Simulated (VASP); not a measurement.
Input:

```
CELL_PARAMETERS angstrom
      1.36549    -2.36510     0.00000
      1.36549     2.36510     0.00000
      0.00000     0.00000     4.30623
ATOMIC_POSITIONS crystal
  Os 0.33333 0.66667 0.25000
  Os 0.66667 0.33333 0.75000
```

Method: PBEsol GGA, VASP's PBE PAW potentials (set 64) (plane waves; VASP). Run with 480 eV cut-off, 14×14×8 Γ-centred mesh, first-order Methfessel-Paxton smearing of 0.10 eV, potentials Os.

Q: The ions, cell shape and volume at an external pressure of 5.0 GPa are relaxed. Give the cell that the relaxation ends in.

A: 
```
CELL_PARAMETERS angstrom
      1.36041    -2.35629     0.00000
      1.36041     2.35629     0.00000
      0.00000     0.00000     4.29200
ATOMIC_POSITIONS crystal
  Os 0.33333 0.66667 0.25000
  Os 0.66667 0.33333 0.75000
```
Space group P6_3/mmc (194), at a tolerance of 0.03 Å.

Q: How do energy and volume change from the first to the last step?

A: The energy (σ→0) changes by +2.3 meV/atom and the volume by -1.1 %, in 7 ionic steps.

The compound is Os in the hcp structure. This run relaxes it under an external pressure of 5 GPa. Symmetry was kept, so distortions that lower it aren't found.
